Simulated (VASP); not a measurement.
Data:

```
AlNb6Si
1.0
    5.09634     0.00000     0.00000
    0.00000     5.09634     0.00000
    0.00000     0.00000     5.09634
Al Nb Si
1 6 1
Direct
  0.50000   0.50000   0.50000
  0.00000   0.50000   0.75570
  0.00000   0.50000   0.24430
  0.75570   0.00000   0.50000
  0.24430   0.00000   0.50000
  0.50000   0.75570   0.00000
  0.50000   0.24430   0.00000
  0.00000   0.00000   0.00000
```

Method: PBEsol GGA, VASP's PBE PAW potentials (set 64) (plane waves; VASP). Settings: 400 eV cut-off, 7×7×7 Γ-centred mesh, tetrahedra with Blöchl corrections, potentials Al Nb_sv Si.

Question: Estimate the energy per atom (σ→0), band gap (on the k-mesh) with the smallest direct gap where there is one.

Answer: 
The band gap (on the k-mesh) comes out as none (metal, semimetal or under 0.01 eV) and the energy per atom (σ→0) is -9.736 eV/atom.

The absolute energy has meaning only against runs of the same code, potentials and settings.

The structure comes from a computed database's Nb6AlSi entry (Pm-3); how it stands against other phases isn't given here. It was relaxed first. The electron count is odd and the run is not spin-polarised, which forces a metal.
